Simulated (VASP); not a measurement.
OSZICAR of a VASP run on MnF₂ (rutile):

File OSZICAR:
```
       N       E                     dE             d eps       ncg     rms          rms(c)
DAV:   1     0.766751410585E+03    0.76675E+03   -0.32592E+04  3904   0.214E+03
DAV:   2     0.732532383226E+02   -0.69350E+03   -0.67005E+03  3768   0.671E+02
DAV:   3    -0.324316115544E+02   -0.10568E+03   -0.10406E+03  5032   0.257E+02
DAV:   4    -0.116276993145E+03   -0.83845E+02   -0.78507E+02  5320   0.800E+01
DAV:   5    -0.152232870156E+03   -0.35956E+02   -0.35440E+02  4968   0.869E+01    0.674E+01
DAV:   6     0.231327192213E+04    0.24655E+04   -0.10185E+04  3496   0.817E+02    0.823E+01
DAV:   7    -0.405163409780E+02   -0.23538E+04   -0.18281E+02  3608   0.130E+02    0.294E+01
DAV:   8    -0.241149636061E+02    0.16401E+02   -0.14639E+01  4000   0.447E+01    0.216E+01
DAV:   9    -0.236139038719E+02    0.50106E+00   -0.73682E+00  3384   0.202E+01    0.122E+01
DAV:  10    -0.411385041877E+02   -0.17525E+02   -0.10151E+01  3312   0.213E+01    0.658E+00
DAV:  11    -0.413185320750E+02   -0.18003E+00   -0.89637E-01  3536   0.709E+00    0.408E+00
DAV:  12    -0.418757639632E+02   -0.55723E+00   -0.29753E-01  3400   0.494E+00    0.149E+00
DAV:  13    -0.419510963163E+02   -0.75332E-01   -0.12811E-01  3352   0.256E+00    0.513E-01
DAV:  14    -0.419795107142E+02   -0.28414E-01   -0.14353E-02  3264   0.110E+00    0.255E-01
DAV:  15    -0.419884905937E+02   -0.89799E-02   -0.86679E-03  3232   0.884E-01    0.578E-02
DAV:  16    -0.419891968279E+02   -0.70623E-03   -0.87571E-04  3352   0.275E-01    0.537E-02
DAV:  17    -0.419838113693E+02    0.53855E-02   -0.12304E-03  3088   0.371E-01    0.213E-02
DAV:  18    -0.419887336310E+02   -0.49223E-02   -0.15479E-03  3072   0.386E-01    0.507E-03
DAV:  19    -0.419887503597E+02   -0.16729E-04   -0.36973E-05  3240   0.446E-02    0.425E-03
DAV:  20    -0.419887521228E+02   -0.17631E-05   -0.16623E-06  2520   0.120E-02    0.164E-03
DAV:  21    -0.419887528190E+02   -0.69619E-06   -0.80892E-07  2184   0.777E-03
   1 F= -.41988753E+02 E0= -.41988753E+02  d E =-.419888E+02  mag=     0.0000
       N       E                     dE             d eps       ncg     rms          rms(c)
DAV:   1    -0.421587408284E+02   -0.16999E+00   -0.41193E+00  3384   0.199E+01    0.362E+00
DAV:   2    -0.419865079668E+02    0.17223E+00   -0.69234E-01  3392   0.705E+00    0.247E+00
DAV:   3    -0.419978490500E+02   -0.11341E-01   -0.21186E-02  3560   0.143E+00    0.814E-01
DAV:   4    -0.419938604967E+02    0.39886E-02   -0.87620E-03  3576   0.905E-01    0.531E-01
DAV:   5    -0.419927028877E+02    0.11576E-02   -0.11759E-03  3192   0.369E-01    0.187E-01
DAV:   6    -0.419926298940E+02    0.72994E-04   -0.25619E-04  3384   0.174E-01    0.327E-02
DAV:   7    -0.419926768441E+02   -0.46950E-04   -0.38524E-05  3520   0.633E-02    0.829E-03
DAV:   8    -0.419926834136E+02   -0.65695E-05   -0.26013E-06  2344   0.160E-02    0.351E-03
DAV:   9    -0.419926824581E+02    0.95547E-06   -0.65251E-07  1672   0.783E-03
   2 F= -.41992682E+02 E0= -.41992682E+02  d E =-.392964E-02  mag=    -0.0000
       N       E                     dE             d eps       ncg     rms          rms(c)
DAV:   1    -0.420008698307E+02   -0.81864E-02   -0.19458E-01  3400   0.428E+00    0.782E-01
DAV:   2    -0.419924384430E+02    0.84314E-02   -0.33357E-02  3408   0.153E+00    0.506E-01
DAV:   3    -0.419931230301E+02   -0.68459E-03   -0.11278E-03  3544   0.327E-01    0.176E-01
DAV:   4    -0.419929693686E+02    0.15366E-03   -0.41333E-04  3600   0.198E-01    0.113E-01
DAV:   5    -0.419929874119E+02   -0.18043E-04   -0.54914E-05  3192   0.802E-02    0.430E-02
DAV:   6    -0.419930067102E+02   -0.19298E-04   -0.12435E-05  3352   0.381E-02    0.812E-03
DAV:   7    -0.419930084007E+02   -0.16906E-05   -0.20262E-06  2288   0.152E-02    0.184E-03
DAV:   8    -0.419930071870E+02    0.12137E-05   -0.20537E-07  1592   0.469E-03    0.892E-04
DAV:   9    -0.419930076313E+02   -0.44434E-06   -0.54932E-08  1560   0.256E-03
   3 F= -.41993008E+02 E0= -.41993008E+02  d E =-.425481E-02  mag=    -0.0000
```

**Question.** Which electronic solver shows in the log?

**Answer.** It is blocked Davidson (ALGO = Normal, or the opening steps of other solvers). The INCAR had ALGO = Normal.

**Question.** How was spin treated?

**Answer.** Collinear spin (ISPIN = 2): the summary line carries one mag value, 0.00 μB in the cell.

**Question.** Can the final energy be trusted as converged?

**Answer.** The calculation finished and met its thresholds. It stopped with EDIFF = 1E-6, NELM = 100, NSW = 60 and EDIFFG = -0.02 after 3 ionic steps (revTPSS meta-GGA, plane waves, VASP's PBE PAW potentials (set 64)).

The compound is MnF2 in the rutile structure. This run relaxes it. Symmetry was kept, so distortions that lower it aren't found.
